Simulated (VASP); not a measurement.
Method: PBE GGA, VASP's PBE PAW potentials (set 64) (plane waves; VASP).

Input for VASP

### KPOINTS
```
K-points
0
Gamma
  13 13 13
0 0 0
```

### INCAR
```
PSTRESS  =  100   # kbar
SIGMA  =  0.1
LCHARG  =  F
ISMEAR  =  1
NSW  =  40
EDIFFG  =  -0.02   # ionic stop
IBRION  =  2
NELM  =  100
PREC  =  Accurate
ENCUT  =  500   # plane-wave cut-off (eV)
EDIFF  =  1E-6   # SCF stop (eV)
SYSTEM  =  CoGa
GGA  =  PE   # PBE
ALGO  =  Normal
LASPH  =  T   # aspherical one-centre terms
LREAL  =  F   # projection in real space or not
LMAXMIX  =  4
LWAVE  =  F
ISIF  =  3   # ions, shape and volume
```

### POSCAR
```
CoGa
1
    2.8348419895     0.0000000000    -0.0000000000
   -0.0000000000     2.8348419895    -0.0000000000
    0.0000000000     0.0000000000     2.8348419895
Ga Co
1 1
Direct
  0.5000000000   0.5000000000   0.5000000000
  0.0000000000   0.0000000000   0.0000000000
```

POTCAR, in this order: Ga_d Co (PBE.64 set). Program: vasp_std.

The resulting files:

OSZICAR:
```
       N       E                     dE             d eps       ncg     rms          rms(c)
DAV:   1     0.989154057319E+02    0.98915E+02   -0.10722E+04  2656   0.259E+03
DAV:   2    -0.645113029988E+01   -0.10537E+03   -0.10324E+03  2611   0.356E+02
DAV:   3    -0.113319485434E+02   -0.48808E+01   -0.48448E+01  2926   0.821E+01
DAV:   4    -0.114025264937E+02   -0.70578E-01   -0.70564E-01  3438   0.927E+00
DAV:   5    -0.114042720088E+02   -0.17455E-02   -0.17455E-02  3072   0.126E+00    0.983E+00
DAV:   6    -0.121935995160E+02   -0.78933E+00   -0.20484E+01  2862   0.616E+01    0.103E+01
DAV:   7    -0.104718910774E+02    0.17217E+01   -0.81712E+00  2660   0.458E+01    0.200E+00
DAV:   8    -0.104490952953E+02    0.22796E-01   -0.22837E-01  3064   0.559E+00    0.612E-01
DAV:   9    -0.104436493321E+02    0.54460E-02   -0.16989E-02  3473   0.215E+00    0.120E-01
DAV:  10    -0.104433978164E+02    0.25152E-03   -0.58424E-04  3487   0.360E-01    0.622E-02
DAV:  11    -0.104433877732E+02    0.10043E-04   -0.54929E-05  3429   0.132E-01    0.115E-02
DAV:  12    -0.104433869820E+02    0.79120E-06   -0.26399E-06  2702   0.284E-02
   1 F= -.90214643E+01 E0= -.90218105E+01  d E =-.902146E+01
```

### OUTCAR
```
------------------------ aborting loop because EDIFF is reached ----------------------------------------
  FORCE on cell =-STRESS in cart. coord.  units (eV):
  Direction    XX          YY          ZZ          XY          YZ          ZX
  --------------------------------------------------------------------------------------
  Total        1.4101844      1.4101844      1.4101844     -0.0000000     -0.0000000      0.0000000
  in kB       99.1744800     99.1744800     99.1744800     -0.0000000     -0.0000000      0.0000000
  external PRESSURE =      -0.8255200 kB  Pullay stress =     100.0000000 kB
  volume of cell :       22.78
      direct lattice vectors                 reciprocal lattice vectors
     2.834841990  0.000000000  0.000000000     0.352753347  0.000000000  0.000000000
     0.000000000  2.834841990  0.000000000     0.000000000  0.352753347  0.000000000
     0.000000000  0.000000000  2.834841990     0.000000000  0.000000000  0.352753347
 POSITION                                       TOTAL-FORCE (eV/Angst)
 -----------------------------------------------------------------------------------
      1.41742      1.41742      1.41742         0.000000      0.000000      0.000000
      0.00000      0.00000      0.00000         0.000000      0.000000      0.000000
 -----------------------------------------------------------------------------------
    total drift:                                0.000000      0.000000     -0.000000
  FREE ENERGIE OF THE ION-ELECTRON SYSTEM (eV)
  ---------------------------------------------------
  free  energy   TOTEN  =       -10.4433869820 eV

  energy  without entropy=      -10.4444257073  energy(sigma->0) =      -10.44373322
  enthalpy is  TOTEN    =        -9.0214642795 eV   P V=        1.4219227025

 reached required accuracy - stopping structural energy minimisation
```
(Selected blocks of OUTCAR.)

The compound is CoGa in the CsCl type structure. It was relaxed first under an external pressure of 10 GPa. The run is not spin-polarised, so no magnetic state was tried.
